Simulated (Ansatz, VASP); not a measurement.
## One calculation of ScF3, two programs

Contents of INCAR:

```
PREC     = Accurate       # precision mode
ENCUT    = 520            # plane-wave cutoff, eV
EDIFF    = 1E-6           # SCF threshold, eV
ISMEAR   = 0              # smearing method
SIGMA    = 0.05           # smearing width, eV
LREAL    = F              # projectors in reciprocal space
LASPH    = T              # aspherical terms in the spheres
NELM     = 100            # most SCF steps
ALGO     = Normal         # electronic algorithm
ISIF     = 2              # what is computed and relaxed
LWAVE    = F              # write WAVECAR
LCHARG   = F              # write CHGCAR
GGA      = CA             # functional
NBANDS   = 24             # bands
```

The input KPOINTS:

```
regular mesh
0
Gamma
  6 6 6
```

Contents of POSCAR:

```
ScF3
1.0
    4.1729480000      0.0000000000      0.0000000000
    0.0000000000      4.1729480000      0.0000000000
    0.0000000000      0.0000000000      4.0124500000
Sc F
1 3
Direct
    0.0000000000      0.0000000000      0.0000000000
    0.5000000000      0.0000000000      0.0000000000
    0.0000000000      0.5000000000      0.0000000000
    0.0000000000      0.0000000000      0.5000000000
```

Input for Ansatz:

```yaml
crystal:
  lattice:
    - [4.172948, 0.0, 0.0]
    - [0.0, 4.172948, 0.0]
    - [0.0, 0.0, 4.01245]
  atoms:
    - { symbol: Sc, position: [0.0, 0.0, 0.0] }
    - { symbol: F, position: [0.5, 0.0, 0.0] }
    - { symbol: F, position: [0.0, 0.5, 0.0] }
    - { symbol: F, position: [0.0, 0.0, 0.5] }
basis:
  ecutwfc: 420
kpoints:
  mp_grid: { grid: [6, 6, 6] }
hamiltonian:
  xc: lda
scf:
  occupations: { method: gaussian, width: 0.05 }
output:
  forces: true
  stress: true
  eigenvalues: true
```

Change from the starting cell: strain +0.040 along x and y, +0.000 along z, atoms carried along.

Alike in both runs: task single point; functional LDA; k mesh 6 × 6 × 6; occupations gaussian, width 0.05 eV; no spin polarisation.

|  | VASP | Ansatz |
| --- | --- | --- |
| version | VASP 6.6.1 | Ansatz 0.2.0 |
| potentials or method | VASP PAW LDA potentials, release 64 (Sc_sv, F) | scalar-relativistic, plane waves, PAW |
| plane-wave cutoff (eV) | 520 | 420 |
| valence electrons in the cell | 32 | 32 |

Ansatz gave:

* gap on the k mesh at the Fermi level (eV): 5.67
* least direct gap on the mesh (eV): 6.15
* pressure (GPa): -8.8
* largest component of the traceless stress (GPa): 4.81

Task: Which values does VASP return?

Result: gap on the k mesh at the Fermi level (eV): 5.64; least direct gap on the mesh (eV): 6.12; pressure (GPa): -8.3; largest component of the traceless stress (GPa): 4.97.

A k mesh can miss the band edges.
